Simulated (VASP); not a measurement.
VASP runs on Mo2W (space group Fd-3m) share one base input (PBE GGA, plane waves, VASP's PBE PAW potentials (set 64)) and change the settings named in each case.

**KPOINTS**
```
Automatic mesh
0
Gamma
4 4 4
0 0 0
```

**INCAR**
```
# general
SYSTEM   =  Mo2W
PREC     =  Accurate
ENCUT    =  300
LREAL    =  .False.
LASPH    =  .True.

# electronic loop
EDIFF    =  1E-6
NELM     =  100
ALGO     =  Normal
LMAXMIX  =  6

# smearing
ISMEAR   =  -1
SIGMA    =  0.136

# functional
GGA      =  PE

# ions
ISIF     =  2

# output
LWAVE    =  .False.
LCHARG   =  .False.
```

File POSCAR:
```
Mo2W
1
    0.0000000000     3.9400410000     3.9400410000
    3.9400410000     0.0000000000     3.9400410000
    3.9400410000     3.9400410000     0.0000000000
Mo W
4 2
Direct
  0.1250000000   0.1250000000   0.1250000000
  0.6250000000   0.1250000000   0.1250000000
  0.1250000000   0.6250000000   0.1250000000
  0.1250000000   0.1250000000   0.6250000000
  0.7500000000   0.7500000000   0.7500000000
  0.5000000000   0.5000000000   0.5000000000
```

POTCAR, in this order: Mo_sv W_sv (PBE.64 set). Program: vasp_std.

```
change                                                                                                                                                              E(σ→0) (eV/atom)  pressure (GPa)  −TS (eV)
------------------------------------------------------------------------------------------------------------------------------------------------------------------  ----------------  --------------  --------
base run                                                                                                                                                                    -10.7105          -35.07   -0.5262
GGA removed, POTCAR Mo_sv W_sv (LDA.64 set)                                                                                                                                 -11.6196          -42.91   -0.5300
GGA_COMPAT = .FALSE., LNONCOLLINEAR = .TRUE., LSORBIT = .TRUE., MAGMOM = 0.0 0.0 0.0 0.0 0.0 0.0 0.0 0.0 0.0 0.0 0.0 0.0 0.0 0.0 0.0 0.0 0.0 0.0, program vasp_ncl          -11.0926               ?         ?
KPOINTS 7×7×7 Γ-centred mesh                                                                                                                                                -10.7036               ?         ?
```

Task: Complete the blanks.

Result: 
- KPOINTS 7×7×7 Γ-centred mesh, pressure (GPa): -34.87
- KPOINTS 7×7×7 Γ-centred mesh, −TS (eV): -0.5410
- GGA_COMPAT = .FALSE., LNONCOLLINEAR = .TRUE., LSORBIT = .TRUE., MAGMOM = 0.0 0.0 0.0 0.0 0.0 0.0 0.0 0.0 0.0 0.0 0.0 0.0 0.0 0.0 0.0 0.0 0.0 0.0, program vasp_ncl, pressure (GPa): -34.41
- GGA_COMPAT = .FALSE., LNONCOLLINEAR = .TRUE., LSORBIT = .TRUE., MAGMOM = 0.0 0.0 0.0 0.0 0.0 0.0 0.0 0.0 0.0 0.0 0.0 0.0 0.0 0.0 0.0 0.0 0.0 0.0, program vasp_ncl, −TS (eV): -0.4385

Energies of different potentials or functionals have different zeros.  Unless said otherwise, spin-orbit coupling is left out, though it shifts the bands of the heavy elements here. At 300 eV the pressure can carry a Pulay error.

Left out are runs that ran out of time, are held back, or changed the cell or the kind of run, fixed moments of cells without a moment, rows past the twelfth, gaps on odd meshes, pressures of charged cells and columns that move by less than the noise.

The structure was generated: Mo2W was put into an ordered model structure, which need not be its known phase. The cell was not relaxed at this level, its lattice was scaled by up to 2.5 %.
